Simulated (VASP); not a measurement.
Set up this calculation in VASP 6.6.1, as the native input.

* Task: single point
* Functional: PBE
* Potentials or basis: VASP PAW PBE potentials, release 64 (B, Te)
* Cutoff: 520 eV
* k mesh: 4 × 4 × 6
* Occupations: gaussian, width 0.1 eV
* Spin: no spin polarisation
* Dipole correction: no
* Further INCAR settings: ALGO = Fast; EDIFF = 1e-06; NBANDS = 21

The structure of B2Te lies in POSCAR:

```
B2Te
1.0
    3.1604906905     -4.5246748104      0.0000000000
    3.1604906905      4.5246748104      0.0000000000
    0.0000000000      0.0000000000      3.6305013619
B Te
4 2
Direct
    0.0434431409      0.2249447376      0.5000000000
    0.9565568591      0.7750552624      0.5000000000
    0.2249447376      0.0434431409      0.5000000000
    0.7750552624      0.9565568591      0.5000000000
    0.0000000000      0.5000000000      0.0000000000
    0.5000000000      0.0000000000      0.0000000000
```

The cell was built by a generator and needn't be a form met in nature.

One way to write it, as run:

INCAR

```
SYSTEM = B2Te
PREC     = Accurate       ! precision mode
ENCUT    = 520            ! plane-wave cutoff, eV
EDIFF    = 1E-6           ! SCF threshold, eV
ISMEAR   = 0              ! smearing method
SIGMA    = 0.1            ! smearing width, eV
LREAL    = .FALSE.        ! projectors in reciprocal space
LASPH    = .TRUE.         ! aspherical terms in the spheres
NELM     = 100            ! most SCF steps
ALGO     = Fast           ! electronic algorithm
ISIF     = 2              ! what is computed and relaxed
LWAVE    = .FALSE.        ! write WAVECAR
LCHARG   = .FALSE.        ! write CHGCAR
GGA      = PE             ! functional
NBANDS   = 21             ! bands
```

KPOINTS

```
Automatic mesh
0
G
  4 4 6
  0 0 0
```

Potentials or basis: VASP PAW PBE potentials, release 64 (B, Te).

The run is started by

```sh
$ cat potpaw_PBE.64/B/POTCAR potpaw_PBE.64/Te/POTCAR > POTCAR
$ mpirun -np 1 vasp_std > vasp.out
```

It gave:

| Property | Result |
| --- | --- |
| Pressure | 0.1 GPa |
| Largest force | 0.013 eV/Å |
| Band gap on the k mesh | none (metal or under the smearing width) |

Wall time 44 s on 1 thread of Intel(R) Xeon(R) Platinum 8488C (Sapphire Rapids), with other jobs on the host, peak memory 0.23 GiB.
